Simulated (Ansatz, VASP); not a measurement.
# SiGe3 (Si0.25Ge0.75, diamond-type random alloy): VASP beside Ansatz, part 2 of 2

Aim: how closely do two programs agree when they are given the same cell, functional and k mesh? The cell is invented: As first built, before any earlier steps moved the atoms (in the runner's words): 1x2x2 conventional cells of the Ge type (32 atoms: 8 Si, 24 Ge); Ge/Si share their sites, the best of 600 random draws by like-pair counts in two shells; start lattice by linear mixing of the end members' cells; atoms moved at random by 0.02 A. It may not be a known or stable phase. Of the first pair: The structure shown is the start of the Ansatz relaxation below; VASP solves that cell, so the two are compared at the walk's first step.

VASP 6.6.1 and Ansatz 0.2.0.

So far: The starting structure; Ansatz: relaxation, r2SCAN.

### Step 3. VASP: single point, r2SCAN, start cell, pair 1

Level of this step: r2SCAN; plane waves and PAW (Si, Ge_d); invented cell (VASP).

The same cell, functional, mesh and smearing now go to VASP, with its own data sets.

Lines of VASP's logs that name or quote its potential files are left out, and so is its time.

File INCAR:

```
SYSTEM = SiGe3
PREC = Accurate
ENCUT = 450
EDIFF = 1E-06
NELM = 120
ISMEAR = -1
SIGMA = 0.01
LREAL = Auto
ALGO = Normal
METAGGA = R2SCAN
LASPH = .TRUE.
NBANDS = 216
LORBIT = 11
LWAVE = .FALSE.
LCHARG = .FALSE.
ISIF = 2
ISYM = 0
GGA_COMPAT = .FALSE.
EFERMI = MIDGAP
LMIXTAU = .TRUE.
KPAR = 4
```

File POSCAR:

```
SiGe3
1.0
    5.6031000000     -0.0010400000      0.0003600000
   -0.0020900000     11.2163000000      0.0019400000
    0.0007200000      0.0019400000     11.2167600000
Si Ge
8 24
Direct
    0.0003074736      0.2509112640      0.0022210622
    0.2516464269      0.1292524358      0.3750600581
    0.7495678368      0.3700910462      0.3749221860
    0.5001767410      0.2502097900      0.2536681296
    0.0002257790      0.2495778034      0.4952157074
    0.4996948704      0.4980981077      0.0009676412
    0.0003043717      0.7495098639      0.5014590525
    0.5001741165      0.7488535877      0.7493221894
    0.0046984000      0.0036923224      0.2529332129
    0.2547854636      0.3726114313      0.1254538219
    0.5009729583      0.0010894092      0.0009644083
    0.7503307412      0.1291364542      0.1273878871
    0.9994020019      0.9994014083      0.7491558504
    0.2455659830      0.3725068757      0.6219165724
    0.2445668666      0.1264278303      0.8772557036
    0.4957335942      0.0017874615      0.4983808219
    0.7509326952      0.3751215048      0.8791934506
    0.5001128781      0.2501060449      0.7503534669
    0.7540142666      0.1268223758      0.6218357636
    0.9954051631      0.4956310895      0.2516662681
    0.2495474609      0.8757802777      0.1263922157
    0.0004006121      0.7485410525      0.9996957844
    0.2448168474      0.6243523041      0.3772480308
    0.7549491620      0.8742859334      0.3772330070
    0.5000953884      0.7489308380      0.2511034416
    0.7461064484      0.6212507815      0.1241290868
    0.0010002353      0.4998034628      0.7502371470
    0.2509095790      0.8715573047      0.6251287227
    0.2595122420      0.6235097265      0.8751276631
    0.5048241335      0.4971031566      0.4983929301
    0.7453545883      0.8731205152      0.8729559889
    0.7500599448      0.6272271147      0.6250390628
```

File KPOINTS:

```
Points of the shifted mesh
12
Reciprocal
 0.0000000000  0.2500000000  0.2500000000 1
 0.0000000000  0.2500000000  0.7500000000 1
 0.0000000000  0.7500000000  0.2500000000 1
 0.0000000000  0.7500000000  0.7500000000 1
 0.3333333333  0.2500000000  0.2500000000 1
 0.3333333333  0.2500000000  0.7500000000 1
 0.3333333333  0.7500000000  0.2500000000 1
 0.3333333333  0.7500000000  0.7500000000 1
 0.6666666667  0.2500000000  0.2500000000 1
 0.6666666667  0.2500000000  0.7500000000 1
 0.6666666667  0.7500000000  0.2500000000 1
 0.6666666667  0.7500000000  0.7500000000 1
```

Potentials, in the order of the species: Si and Ge_d (PBE family, release 64).

Launch:

```sh
$ mpirun -np 4 vasp_std
```

Numbers of over 12 decimals in the logs are rounded to 6 here.

The log of the run:

```text
[banner, memory and clock lines left out]
running    4 mpi-ranks, on    1 nodes
[...]
|                                                                             |
|               ----> ADVICE to this user running VASP <----                  |
|                                                                             |
|     You enforced a specific xc type in the INCAR file but a different       |
|     [... a line on the potential file left out ...]
|     I HOPE YOU KNOW WHAT YOU ARE DOING!                                     |
|                                                                             |

|                                                                             |
|           W    W    AA    RRRRR   N    N  II  N    N   GGGG   !!!           |
|           W    W   A  A   R    R  NN   N  II  NN   N  G    G  !!!           |
|           W    W  A    A  R    R  N N  N  II  N N  N  G       !!!           |
|           W WW W  AAAAAA  RRRRR   N  N N  II  N  N N  G  GGG   !            |
[...]
|                                                                             |
|     Suggested SOLUTIONS:                                                    |
|      ) Refine the lattice parameters of your structure,                     |
|      ) and/or try changing SYMPREC.                                         |
|                                                                             |

 LDA part: xc-table for (None), standard interpolation
 POSCAR, INCAR and KPOINTS ok, starting setup
[...]
entering main loop
       N       E                     dE             d eps       ncg     rms          rms(c)
DAV:   1     0.582249843388E+04    0.58225E+04   -0.13518E+05  5920   0.410E+03
DAV:   2     0.954911874660E+03   -0.48676E+04   -0.47065E+04  5184   0.109E+03
DAV:   3    -0.249273564513E+03   -0.12042E+04   -0.11372E+04  5392   0.289E+02
DAV:   4    -0.428716915493E+03   -0.17944E+03   -0.17091E+03  5936   0.113E+02
[...]
DAV:  20    -0.402761897362E+03   -0.69296E-04   -0.41705E-05  5440   0.263E-02    0.427E-03
DAV:  21    -0.402761895496E+03    0.18667E-05   -0.36864E-06  4504   0.105E-02    0.456E-03
DAV:  22    -0.402761894712E+03    0.78364E-06   -0.23134E-07  3056   0.613E-03
   1 F= -.40276189E+03 E0= -.40276189E+03  d E =0.000000E+00
```

Parts of OUTCAR (step 3):

```text
  Total       -0.8729410     -0.8533931     -0.8838754      0.1174338     -0.1077332     -0.0226387
  in kB       -1.9840385     -1.9396096     -2.0088905      0.2669059     -0.2448581     -0.0514538
  external PRESSURE =      -1.9775129 kB  Pullay stress =       0.0000000 kB

 POSITION                                       TOTAL-FORCE (eV/Angst)
 -----------------------------------------------------------------------------------
      0.00120      2.81430      0.02540        -0.002052     -0.006256      0.001062
      1.41000      1.45020      4.20730        -0.004113     -0.015724     -0.001214
      4.19940      4.15100      4.20640         0.002069      0.018722     -0.001616
      2.80220      2.80640      2.84600         0.004199     -0.004529     -0.001125
      0.00110      2.80030      5.55520         0.000392      0.000640      0.013485
      2.79880      5.58630      0.01200         0.005223      0.002585      0.004109
      0.00050      8.40770      5.62620         0.000515     -0.001572      0.003127
      2.80150      8.40030      8.40660        -0.001049     -0.000996      0.000179
      0.02650      0.04190      2.83710         0.009107     -0.012985     -0.004496
      1.42690      4.17930      1.40800         0.000433      0.001890     -0.008268
      2.80700      0.01170      0.01100        -0.004133      0.000665      0.006534
      4.20400      1.44790      1.42940         0.003091     -0.014641     -0.002410
      5.59820     11.21000      8.40540        -0.000704     -0.006208     -0.004262
      1.37560      4.17910      6.97670        -0.004225      0.002028      0.008586
[...]
-----------------------------------------------------------------------------------
    total drift:                                0.003542     -0.021979      0.033665

  FREE ENERGIE OF THE ION-ELECTRON SYSTEM (eV)
  ---------------------------------------------------
  free  energy   TOTEN  =      -402.7618947119 eV

  energy  without entropy=     -402.7618947119  energy(sigma->0) =     -402.76189471

[... 3 further parts left out ...]
[key lines of the parts left out:]
E-fermi :   5.4362
```

The run ends at a pressure of -0.20 GPa, with forces up to 0.022 eV/Å.

### Step 4. Comparison

Known differences besides the potentials themselves: VASP keeps PBE cores, Ansatz makes them for the functional; the cutoff is 500 eV in Ansatz and 450 eV in VASP (PREC = Accurate, projectors in real space). Total energies have different zeros and are not compared.

At this near-relaxed geometry the largest component of a force difference is 20 meV/Å.

### Step 5. Ansatz: relaxation, r2SCAN

This run makes the geometry at which the two programs are then compared. The cell compared in this pair holds 705.87 Å³, against 704.93 Å³ for the pair before.

The structure compared here is the end of the Ansatz relaxation.

File input.yaml:

```yaml
crystal:
  lattice:
    - [5.6031, -0.00104, 0.00036]
    - [-0.00209, 11.2163, 0.00194]
    - [0.00072, 0.00194, 11.21676]
  atoms:
    - { symbol: Si, position: [0.0003, 0.25091, 0.00222] }
    - { symbol: Si, position: [0.25165, 0.12925, 0.37506] }
    - { symbol: Si, position: [0.74956, 0.37009, 0.37492] }
    - { symbol: Si, position: [0.50017, 0.25021, 0.25367] }
    - { symbol: Si, position: [0.00022, 0.24958, 0.49522] }
    - { symbol: Si, position: [0.49969, 0.4981, 0.00097] }
    - { symbol: Si, position: [0.0003, 0.74951, 0.50146] }
    - { symbol: Si, position: [0.50018, 0.74885, 0.74932] }
    - { symbol: Ge, position: [0.0047, 0.00369, 0.25293] }
    - { symbol: Ge, position: [0.25478, 0.37261, 0.12545] }
    - { symbol: Ge, position: [0.50097, 0.00109, 0.00096] }
    - { symbol: Ge, position: [0.75033, 0.12914, 0.12739] }
    - { symbol: Ge, position: [0.9994, 0.9994, 0.74916] }
    - { symbol: Ge, position: [0.24557, 0.37251, 0.62192] }
    - { symbol: Ge, position: [0.24456, 0.12643, 0.87726] }
    - { symbol: Ge, position: [0.49574, 0.00179, 0.49838] }
    - { symbol: Ge, position: [0.75094, 0.37512, 0.87919] }
    - { symbol: Ge, position: [0.50012, 0.25011, 0.75035] }
    - { symbol: Ge, position: [0.75401, 0.12682, 0.62184] }
    - { symbol: Ge, position: [0.9954, 0.49563, 0.25167] }
    - { symbol: Ge, position: [0.24955, 0.87578, 0.12639] }
    - { symbol: Ge, position: [0.0004, 0.74854, 0.9997] }
    - { symbol: Ge, position: [0.24482, 0.62435, 0.37725] }
    - { symbol: Ge, position: [0.75495, 0.87429, 0.37723] }
    - { symbol: Ge, position: [0.5001, 0.74893, 0.2511] }
    - { symbol: Ge, position: [0.74611, 0.62125, 0.12413] }
    - { symbol: Ge, position: [0.001, 0.4998, 0.75024] }
    - { symbol: Ge, position: [0.25091, 0.87156, 0.62513] }
    - { symbol: Ge, position: [0.25952, 0.62351, 0.87513] }
    - { symbol: Ge, position: [0.50483, 0.4971, 0.49839] }
    - { symbol: Ge, position: [0.74535, 0.87312, 0.87296] }
    - { symbol: Ge, position: [0.75006, 0.62723, 0.62504] }
kpoints:
  mp_grid: { grid: [3, 2, 2], shift: [0.0, 0.5, 0.5] }
hamiltonian:
  xc: r2scan
scf:
  occupations: { method: fermi_dirac, width: 0.01 }
output:
  forces: true
  stress: true
relax:
  f_tol: 0.02
  max_steps: 45
  cell: { stress_tol: 0.1 }
```

Launch:

```sh
$ ansatz run input.yaml --threads 8 --pin off --max-ram 15360MiB --backend cpu --events-out ev --progress --plain --runs-dir out
```

The log of the run:

```text
[...]
Crystal: 32 atoms, lattice volume = 704.929 Å³
Basis set: ecut = 500 eV, 17901 PW (Γ), exchange–correlation on 180×360×360 points (64 copies of the dense FFT grid, shifted against one another)
Bands: 221, of which v1, the nominal top of the filled ones, is band 184 counted from 1 (183 counted from 0)
Symmetry: 1 space group operations
[...]
- { symbol: Ge, position: [0.245810, 0.372749, 0.622140] }
    - { symbol: Ge, position: [0.244906, 0.126272, 0.877139] }
    - { symbol: Ge, position: [0.495839, 0.00175061, 0.498559] }
[...]
- { symbol: Ge, position: [0.259403, 0.623641, 0.875049] }
    - { symbol: Ge, position: [0.504456, 0.497344, 0.498543] }
    - { symbol: Ge, position: [0.745695, 0.873169, 0.872987] }
    - { symbol: Ge, position: [0.750285, 0.627262, 0.625072] }
[key lines of the parts left out:]
SCF converged after 5 iterations
Free energy (F): -108381.981763 eV
Fermi energy:    8.268862 eV
P = ⅓ Tr σ = 0.0126 GPa (0.126 kbar)
```

### Step 6. VASP: single point, r2SCAN, relaxed cell, pair 2

The same cell, functional, mesh and smearing now go to VASP, with its own data sets.

INCAR: that of step 3 with these lines changed.

```diff
@@ -2,3 +2,3 @@
 PREC = Accurate
-ENCUT = 450
+ENCUT = 550
 EDIFF = 1E-06
```

File POSCAR:

```
SiGe3
1.0
    5.6062430000      0.0013540000     -0.0003350000
    0.0027020000     11.2214240000     -0.0022220000
   -0.0006710000     -0.0022220000     11.2203860000
Si Ge
8 24
Direct
    0.0001800000      0.2506600000      0.0021200000
    0.2514700000      0.1290100000      0.3750300000
    0.7496200000      0.3703900000      0.3749400000
    0.5001600000      0.2501200000      0.2535800000
    0.0001700000      0.2496200000      0.4955800000
    0.4997400000      0.4982300000      0.0009400000
    0.0001700000      0.7495800000      0.5014700000
    0.5001900000      0.7489400000      0.7494000000
    0.0045900000      0.0033800000      0.2527800000
    0.2546700000      0.3726900000      0.1252200000
    0.5007100000      0.0008500000      0.0009300000
    0.7503700000      0.1288100000      0.1271900000
    0.9994400000      0.9993300000      0.7492900000
    0.2458100000      0.3727500000      0.6221400000
    0.2449100000      0.1262700000      0.8771400000
    0.4958400000      0.0017500000      0.4985600000
    0.7510000000      0.3751100000      0.8790900000
    0.5000000000      0.2500800000      0.7504000000
    0.7540100000      0.1267200000      0.6220500000
    0.9956700000      0.4958000000      0.2517200000
    0.2496300000      0.8756500000      0.1261800000
    0.0001500000      0.7484800000      0.9998100000
    0.2450700000      0.6246000000      0.3771000000
    0.7547800000      0.8743100000      0.3771100000
    0.5000800000      0.7490000000      0.2509600000
    0.7462700000      0.6212600000      0.1241700000
    0.0007800000      0.4998500000      0.7503800000
    0.2508700000      0.8716500000      0.6251100000
    0.2594000000      0.6236400000      0.8750500000
    0.5044600000      0.4973400000      0.4985400000
    0.7457000000      0.8731700000      0.8729900000
    0.7502900000      0.6272600000      0.6250700000
```

KPOINTS is that of step 3.

Launch:

```sh
$ mpirun -np 4 vasp_std
```

The log of the run:

```text
[banner, memory and clock lines left out]
running    4 mpi-ranks, on    1 nodes
[...]
[... a notice as in an earlier step ...]

 LDA part: xc-table for (None), standard interpolation
 POSCAR, INCAR and KPOINTS ok, starting setup
[...]
entering main loop
       N       E                     dE             d eps       ncg     rms          rms(c)
DAV:   1     0.637117959845E+04    0.63712E+04   -0.14914E+05  6064   0.457E+03
DAV:   2     0.114313712170E+04   -0.52280E+04   -0.50144E+04  5184   0.126E+03
DAV:   3    -0.194917037606E+03   -0.13381E+04   -0.12765E+04  5256   0.324E+02
DAV:   4    -0.423188349402E+03   -0.22827E+03   -0.21367E+03  5928   0.129E+02
[...]
DAV:  19    -0.402816078037E+03   -0.67031E-04   -0.51264E-05  5704   0.454E-02    0.481E-03
DAV:  20    -0.402816074061E+03    0.39754E-05   -0.10341E-05  5760   0.166E-02    0.431E-03
DAV:  21    -0.402816074045E+03    0.16938E-07   -0.50285E-07  3064   0.407E-03
   1 F= -.40281607E+03 E0= -.40281607E+03  d E =0.000000E+00
```

OUTCAR, selected parts (step 6):

```text
  Total       -0.0442820      0.0182878      0.0462360     -0.0985307      0.0815363      0.0299408
  in kB       -0.1005102      0.0415093      0.1049454     -0.2236425      0.1850691      0.0679590
  external PRESSURE =       0.0153148 kB  Pullay stress =       0.0000000 kB

 POSITION                                       TOTAL-FORCE (eV/Angst)
 -----------------------------------------------------------------------------------
      0.00168      2.81276      0.02323         0.002847      0.002172     -0.002559
      1.40990      1.44718      4.20761        -0.002355      0.015790      0.005838
      4.20330      4.15649      4.20590        -0.003959     -0.015176      0.005168
      2.80452      2.80682      2.84454         0.005129      0.002154      0.007669
      0.00130      2.79999      5.56004         0.003356      0.001538     -0.017281
      2.80301      5.59152      0.00927         0.001736     -0.000833     -0.004527
      0.00264      8.41024      5.62502         0.003924     -0.000241     -0.004314
      2.80571      8.40319      8.40673         0.002800     -0.000319     -0.007138
      0.02557      0.03737      2.83628         0.008843      0.010191      0.007651
      1.42866      4.18218      1.40410         0.001274     -0.011060      0.001038
      2.80710      0.01021      0.01027         0.005376      0.002161     -0.006193
      4.20702      1.44617      1.42658        -0.005028      0.010078      0.008972
      5.60530     11.21359      8.40477         0.004929      0.005807     -0.000123
      1.37866      4.18174      6.97974        -0.008344     -0.013971     -0.005989
[...]
-----------------------------------------------------------------------------------
    total drift:                                0.001256      0.003823     -0.005434

  FREE ENERGIE OF THE ION-ELECTRON SYSTEM (eV)
  ---------------------------------------------------
  free  energy   TOTEN  =      -402.8160740445 eV

  energy  without entropy=     -402.8160740445  energy(sigma->0) =     -402.81607404

[... 1 part as in an earlier step ...]

[... 2 further parts left out ...]
[key lines of the parts left out:]
E-fermi :   5.4191
```

The run ends at a pressure of 0.00 GPa, with forces up to 0.020 eV/Å.

### Step 7. Differences

What differs besides the data sets and the points named for the pairs above, as far as they apply: the cutoff is 500 eV in Ansatz and 550 eV in VASP (PREC = Accurate, projectors in real space); Ansatz's pressure holds a Pulay correction, VASP's none. Total energies have different zeros and are not compared.

Compared:

```
              quantity  Ansatz   VASP  difference
        pressure (GPa)    0.01   0.00       +0.01
gap on the k mesh (eV)   1.062  1.052      +0.010
```

At this near-relaxed geometry the largest component of a force difference is 18 meV/Å. A gap on the mesh is an upper bound, since the band edges may lie between its points.

### Step 8. Results

| Item | Value |
| --- | --- |
| r.m.s. force difference (single point, r2SCAN, start cell, pair 1) | 9.0 meV/Å |
| difference in gap on the k mesh (single point, r2SCAN, relaxed cell, pair 2) | 0.010 eV |
| r.m.s. force difference (single point, r2SCAN, relaxed cell, pair 2) | 6.2 meV/Å |

In words: The r.m.s. force difference is 9.0 meV/Å (single point, r2SCAN, start cell, pair 1), within the 12 meV/Å picked in this series as the mark of a large difference. How closely two codes agree says nothing of how well the functional describes the real material.

[Lines on the potential files, build, host, timing and source positions are cut from VASP's logs without a mark.]

[Logs are printed without paths, hosts, clocks, repeated set-up lines and the standing remarks that a program may print on its own settings, such as how far it seeks lower states.]

[Hosts, paths, dates, database ids (printed as entryN), source tags and the programs' standing remarks are cut or masked in the printed files.]
